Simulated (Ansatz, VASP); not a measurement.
# Cross-check of PbF2 (Fluorocronite) between VASP and Ansatz, part 2 of 2

Aim: how closely do two programs agree when they are given the same cell, functional and k mesh? The cell is taken from a series of VASP runs on this material, whose earlier steps may have relaxed, scaled or displaced it; both programs get it as it stands. Other levels of theory on this material are compared in a session of their own. Valence electrons are named where the data sets of a main pair hold unlike numbers.

VASP 6.6.1 and Ansatz 0.2.0.

So far: The starting structure; VASP: dielectric response, LDA.

## (3) Ansatz: dielectric response, LDA

Level of this step: Ansatz beside VASP: Kohn-Sham DFT, plane waves, LDA (Ansatz).

Ansatz runs on its default PAW (the set named soft_2) files.

The same cell, functional (in two slightly different forms) and mesh now go to Ansatz, which takes its cutoff from its data sets.

input.yaml

```yaml
crystal:
  lattice:
    - [0.0, 2.9653, 2.9653]
    - [2.9653, 0.0, 2.9653]
    - [2.9653, 2.9653, 0.0]
  atoms:
    - { symbol: Pb, position: [0.0, 0.0, 0.0] }
    - { symbol: F, position: [0.75, 0.75, 0.75] }
    - { symbol: F, position: [0.25, 0.25, 0.25] }
hamiltonian:
  xc: lda
  pseudopotentials: { kind: paw }
kpoints:
  mp_grid: { grid: [8, 8, 8] }
scf:
  occupations: { method: fixed }
dielectric:
  method: response
```

The run is started by

```
$ ansatz run input.yaml --threads 2 --pin off --max-ram 4608MiB --backend cpu --events-out ev --progress --plain --runs-dir out
```

Numbers of over 12 decimals in the logs are rounded to 6 here.

Log:

```text
Engine: ansatz 0.2.0, aarch64-unknown-linux-gnu
Pseudopotentials: kind: paw
Pseudopotential: Pb, paw, valence charge 14, recommended cutoff 420 eV (normal), Pb.paw.azcp
Pseudopotential: F, paw, valence charge 7, recommended cutoff 420 eV (normal), F.paw.azcp
Functional definition: SPW92
  exchange = slater_x
  correlation = pw_c
Crystal: 3 atoms, lattice volume = 52.148 Å³
Basis set: ecut = 420 eV, 965 PW (Γ), exchange–correlation on 60×60×60 points (8 copies of the dense FFT grid, shifted against one another)
Bands: 18, of which v1, the nominal top of the filled ones, is band 14 counted from 1 (13 counted from 0)
Symmetry: 48 space group operations
k-points: 59 of 512 (irreducible under 8 space group operations, time reversal used)
Non-local potential: Pb, projectors of the file, l = 0: 2, l = 1: 2, l = 2: 2, l = 3: 2
Non-local potential: F, projectors of the file, l = 0: 2, l = 1: 2, l = 2: 1
PAW form: soft (Blöchl's): semilocal exchange-correlation on the pseudo side does not see the compensation charge
PAW frozen core: Pb, regenerated for the run's functional, and the local potential with it (the file was generated under x = pbe(κ = 0.804, μ = 0.219515), c = pbe(β = 0.066725))
PAW frozen core: F, regenerated for the run's functional, and the local potential with it (the file was generated under x = pbe(κ = 0.804, μ = 0.219515), c = pbe(β = 0.066725))
PAW one-centre angular grid: Pb, 590 points (default); XC on 64 Gauss nodes
PAW one-centre angular grid: F, 110 points (default); XC on 64 Gauss nodes
Initial density: superposition of atomic densities (neutral atoms: chi_scale 0, normalization atom), corrected by the library's trained network
Initial wavefunctions: pseudopotential atomic-orbital guess
Functional: x = slater, c = lda
SCF iter   1: F=—  HF=-13191.260457 eV  |F-HF|=—  |Δ(HF+E_count)|=         —  Δρ=1.95e-2  dr2=1.52e-1  ethr=1.77e-3  ⟨swp⟩=4.7  Hψ=4515  notcnv=0  defer=108
preconditioner: auto → none  [insulator: Δε(μ)=4.032 eV  Ē_g=16.684 eV  n_scr=14 (ndim 8)  ℏωp=27.2 eV  f_vac=0.132  ε∞_Penn≈3.7]
SCF iter   2: F=—  HF=-13191.237671 eV  |F-HF|=—  |Δ(HF+E_count)|=   2.28e-2  Δρ=1.47e-2  dr2=6.60e-2  ethr=5.42e-4  ⟨swp⟩=2.1  Hψ=2521  notcnv=0  defer=88
SCF iter   3: F=—  HF=-13191.218878 eV  |F-HF|=—  |Δ(HF+E_count)|=   1.88e-2  Δρ=1.43e-3  dr2=5.48e-4  ethr=2.36e-4  ⟨swp⟩=2.1  Hψ=1784  notcnv=0  defer=100
SCF iter   4: F=—  HF=-13191.218625 eV  |F-HF|=—  |Δ(HF+E_count)|=   2.53e-4  Δρ=3.29e-4  dr2=2.33e-5  ethr=1.96e-6  ⟨swp⟩=2.0  Hψ=2375  notcnv=0  defer=105
SCF iter   5: F=—  HF=-13191.218617 eV  |F-HF|=—  |Δ(HF+E_count)|=   7.40e-6  Δρ=4.71e-5  dr2=1.38e-6  ethr=8.32e-8  ⟨swp⟩=2.8  Hψ=1905  notcnv=0  defer=63
SCF iter   6: F=—  HF=-13191.218614 eV  |F-HF|=—  |Δ(HF+E_count)|=   3.23e-6  Δρ=9.86e-6  dr2=2.92e-8  ethr=4.94e-9  ⟨swp⟩=2.1  Hψ=1752  notcnv=0  defer=33
SCF iter   7: F=—  HF=-13191.218614 eV  |F-HF|=—  |Δ(HF+E_count)|=   1.64e-9  Δρ=1.19e-6  dr2=6.32e-10  ethr=1.04e-10  ⟨swp⟩=2.0  Hψ=1475  notcnv=0  defer=33
SCF iter   8: F=-13191.218614 eV  HF=-13191.218614 eV  |F-HF|=1.46e-11  |Δ(HF+E_count)|=  8.91e-11  Δρ=1.64e-7  dr2=6.87e-12  ethr=1.00e-12  ⟨swp⟩=5.0  Hψ=3729  notcnv=0
SCF 1 converged in 8 iterations: F = -13191.218614 eV  dr2 = 6.87e-12
  greatest PAW one-centre occupation: 0.984 electrons in one spin orbital (limit 2), on the Pb atom at site 0 (counted from 0), in its partial waves of l = 2
DFPT response loops at Γ: preconditioner auto → none (the input reference at scf.mixing.eps_inf says where Resta's filter doesn't serve); β = 0.50; Broyden in place of MSR1
SCF converged after 8 iterations
Free energy (F): -13191.218614 eV
Harris-Foulkes:  -13191.218614 eV  (|F-HF|=1.46e-11)
Internal energy: -13191.218614 eV  (E = F + TS)
E sigma→0 (E₀):  -13191.218614 eV
Fermi energy:    4.518546 eV
--- Per-component energies (eV) ---
  E_band       = -133.459666
  E_kinetic    = 694.620234
  E_local      = -2255.841951  (includes V_loc(G=0)·N_el)
  E_nonlocal   = 505.613169
  E_hartree    = 860.120250
  E_xc         = -375.506023
  E_vxc        = -335.671326  (∫ρ·V_xc dr)
  E_paw        = -10472.664892  (= ΣΔE_a)
  E_vpaw       = -462.424416  (= ΣTr[D̂ρ^β])
  E_aug_tail   = 0.004022  (compensation charges beyond the density's cutoff)
  E_ewald      = -2147.712213
  E_core_change = 0.148790  (= ΣΔE_core)
  E_smearing   = -0.000000  (= −TS)
  E_closure    = 0.000000  (closes the sum)
  Σ components = -13191.218614   (vs F -13191.218614, Δ=0.00e0)
--- Band table (eV; the first three rows and the last of 59) ---
  k-point 0: bands = [... 10 lower, 2.0631, 2.5629, 2.5629, 2.5629, 11.1230, 11.1230, 11.1230, 14.7909]
  k-point 1: bands = [... 10 lower, 2.0288, 2.5379, 2.5379, 2.9733, 10.5717, 11.2541, 11.2541, 15.7161]
  k-point 2: bands = [... 10 lower, 1.9493, 2.4780, 2.4780, 3.6884, 9.8441, 11.5758, 11.5758, 17.0436]
  k-point 58: bands = [... 10 lower, 1.8384, 2.9329, 3.0603, 4.5185, 10.4386, 10.4386, 11.8160, 14.3752]
--- Dielectric response (ions clamped): 1 representative field direction + reference, on 59 of 512 k-points (Σ response iterations 7) ---
  k mesh reduced under 8 symmetry operations, with k and −k counted as one. Each operation leaves every solved perturbation unchanged. A smaller set is not considered because the run solves the response to a homogeneous field
  ε∞ (high-frequency dielectric tensor):
        3.395014     0.000000    -0.000000
        0.000000     3.395014     0.000000
        0.000000     0.000000     3.395014
  Born effective charges Z* (e; rows j = field, columns β = displacement):
    site 0:
         3.19411    0.00000    0.00000
        -0.00000    3.19411    0.00000
         0.00000    0.00000    3.19411
    site 1:
        -1.59706   -0.00000   -0.00000
         0.00000   -1.59706   -0.00000
         0.00000   -0.00000   -1.59706
    site 2:
        -1.59706   -0.00000   -0.00000
         0.00000   -1.59706   -0.00000
         0.00000   -0.00000   -1.59706
  Z* charge neutrality: 1.927e-5 e pre-enforcement
  k-mesh period / interband length: 33.5 Å / 1.26 Å = 26.69 at k = (0.0000, -0.5000, -0.5000), direct gap 4.420 eV — 14 or more, which is no proof of convergence
```

Wall time 17 s (2 threads of Arm Neoverse N1, shared host); peak memory 0.42 GiB.

## (4) Comparison

Known differences besides the potentials themselves: the two LDA forms differ slightly; the cutoff is 420 eV in Ansatz and 460 eV in VASP; VASP's log shows a relativistic correction to its local exchange, Ansatz's none. Total energies have different zeros and are not compared.

The two programs side by side:

| quantity | Ansatz | VASP | difference |
| --- | --- | --- | --- |
| ε∞ xx | 3.40 | 3.40 | -0.05 % |
| ε∞ yy | 3.40 | 3.40 | -0.05 % |
| ε∞ zz | 3.40 | 3.40 | -0.05 % |
| Born charge of Pb1 (mean of the diagonal) (e) | 3.19 | 3.19 | 0.00 |
| Born charge of F2 (mean of the diagonal) (e) | -1.60 | -1.60 | 0.00 |

## (5) Outcome

- difference in ε∞ xx (dielectric response, LDA): -0.054 %

The difference in ε∞ xx is -0.054 % (dielectric response, LDA), within the 5 % picked in this series as the mark of a large difference. 30 further runs of this series are not shown here. How closely two codes agree says nothing of how well the functional describes the real material.

[Lines on the potential files, build, host, timing and source positions are cut from VASP's logs without a mark.]

[Logs are printed without paths, hosts, clocks, repeated set-up lines and the standing remarks that a program may print on its own settings, such as how far it seeks lower states.]

[Hosts, paths, dates, database ids (printed as entryN), source tags and the programs' standing remarks are cut or masked in the printed files.]
